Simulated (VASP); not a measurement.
**Ti2RuC3: relaxation of cell and atoms with PBE**

Ti2RuC3:

```xyz
6
Lattice="3.1094 0.0000 0.0000 -1.5547 2.6929 0.0000 0.0000 0.0000 7.2208" Properties=species:S:1:pos:R:3 pbc="T T T"
Ti    0.0000    1.7952    4.8620
Ti    1.5547    0.8976    2.3587
Ru    3.1094    0.0000    0.0000
C     0.0000    1.7952    1.1532
C     1.5547    0.8976    6.0676
C     3.1094    0.0000    3.6104
```

The cell was built by a generator and needn't be a form met in nature.

| Quantity | Value |
| --- | --- |
| Program | VASP 6.6.1 |
| Task | relaxation of cell and atoms |
| Functional | PBE |
| Potentials or basis | VASP PAW PBE potentials, release 64 (Ti_sv, Ru_pv, C) |
| Cutoff | 520 eV |
| k mesh | 12 × 12 × 4 |
| Occupations | gaussian, width 0.1 eV |
| Spin | no spin polarisation |
| Further INCAR settings | ALGO = Normal; EDIFF = 1e-07; IBRION = 2; POTIM = 0.3; EDIFFG = -0.005; NSW = 60; ISIF = 3 |

| Property | Result |
| --- | --- |
| Pressure after relaxing | 0.0 GPa |
| Band gap on the k mesh | none (metal or under the smearing width) |

Final structure:
```yaml
crystal:
  lattice:
    - [3.10944, 0.00000, 0.00000]
    - [-1.55472, 2.69286, 0.00000]
    - [0.00000, 0.00000, 7.22079]
  atoms:
    - { symbol: Ti, position: [0.33333, 0.66667, 0.67334] }
    - { symbol: Ti, position: [0.66667, 0.33333, 0.32666] }
    - { symbol: Ru, position: [0.00000, 0.00000, 0.00000] }
    - { symbol: C, position: [0.33333, 0.66667, 0.15971] }
    - { symbol: C, position: [0.66667, 0.33333, 0.84029] }
    - { symbol: C, position: [0.00000, 0.00000, 0.50000] }
```

Levels at points of the mesh, in eV from the Fermi level:
```csv
k point,band 23,band 24,band 25,band 26,band 27,band 28
"(0.00, 0.00, 0.00)",-0.82,0.32,0.32,0.71,0.71,1.10
"(0.50, 0.00, 0.00)",-1.04,-0.66,-0.59,-0.13,1.23,1.44
"(0.00, 0.00, 0.50)",-1.85,-1.85,-1.81,0.68,0.68,1.00
"(0.50, 0.00, 0.50)",-2.10,-0.90,-0.63,0.28,0.36,2.23
```

Wall time 20 s on 4 MPI ranks on Intel(R) Xeon(R) 6975P-C (Granite Rapids), on a shared host, peak memory 0.26 GiB a rank.

Caveat: the relaxation stopped at its first step, so nothing moved.
